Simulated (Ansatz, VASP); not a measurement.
One calculation of SiAs5, two programs

File INCAR:

```
SYSTEM = SiAs5
PREC = Accurate ; ENCUT = 520
EDIFF = 1E-7 ; ISMEAR = 0
SIGMA = 0.1 ; LREAL = .False.
LASPH = .True. ; NELM = 60
ALGO = Normal ; ISIF = 2
LWAVE = .False. ; LCHARG = .False.
GGA = PE ; NBANDS = 24
```

File KPOINTS:

```
Automatic mesh
0
Gamma
  4 4 4
  0 0 0
```

POSCAR

```
SiAs5
1.0
    5.4163159300      0.0000000000      0.0000000000
    0.0000000000      5.4163159300      0.0000000000
    0.0000000000      0.0000000000      5.4163159300
Si As
1 5
Direct
    0.5000000000      0.5000000000      0.5000000000
    0.7274445700      0.7274445700      0.7274445700
    0.2725554300      0.2725554300      0.7274445700
    0.2725554300      0.7274445700      0.2725554300
    0.7274445700      0.2725554300      0.2725554300
    0.0000000000      0.0000000000      0.0000000000
```

Input for Ansatz:

```yaml
crystal:
  lattice:
    - [5.41631593, 0.0, 0.0]
    - [0.0, 5.41631593, 0.0]
    - [0.0, 0.0, 5.41631593]
  atoms:
    - { symbol: Si, position: [0.5, 0.5, 0.5] }
    - { symbol: As, position: [0.72744457, 0.72744457, 0.72744457] }
    - { symbol: As, position: [0.27255543, 0.27255543, 0.72744457] }
    - { symbol: As, position: [0.27255543, 0.72744457, 0.27255543] }
    - { symbol: As, position: [0.72744457, 0.27255543, 0.27255543] }
    - { symbol: As, position: [0.0, 0.0, 0.0] }
basis:
  ecutwfc: 420
kpoints:
  mp_grid: { grid: [4, 4, 4] }
hamiltonian:
  xc: pbe
scf:
  occupations: { method: gaussian, width: 0.1 }
  lower_state_search: "off"
output:
  forces: true
  stress: true
  eigenvalues: true
```

Alike in both runs: task single point; functional PBE; k mesh 4 × 4 × 4; occupations gaussian, width 0.1 eV; no spin polarisation.

|  | VASP | Ansatz |
| --- | --- | --- |
| version | VASP 6.6.1 | Ansatz 0.2.0 |
| potentials or method | VASP PAW PBE potentials, release 64 (Si, As) | scalar-relativistic, plane waves, PAW |
| plane-wave cutoff (eV) | 520 | 420 |
| valence electrons in the cell | 29 | 79 |

```csv
,VASP,Ansatz,Ansatz less VASP
gap on the k mesh at the Fermi level (eV),none,none,-
pressure (GPa),6.6,6.4,-0.21
rms of the force components (eV/Å),1.356,1.338,-0.0185
```

Atom by atom the forces differ by 0.018 eV/Å (rms over components). A gap of «none» marks a metal or a gap that the smearing closes. With one functional, cell and mesh, what is left measures potentials, basis and numerics. The two sets of potentials don't hold the same shells in valence.

Caveats: forces of over 1 eV/Å show positions far from the minimum, so gaps and moduli don't describe the material at rest.
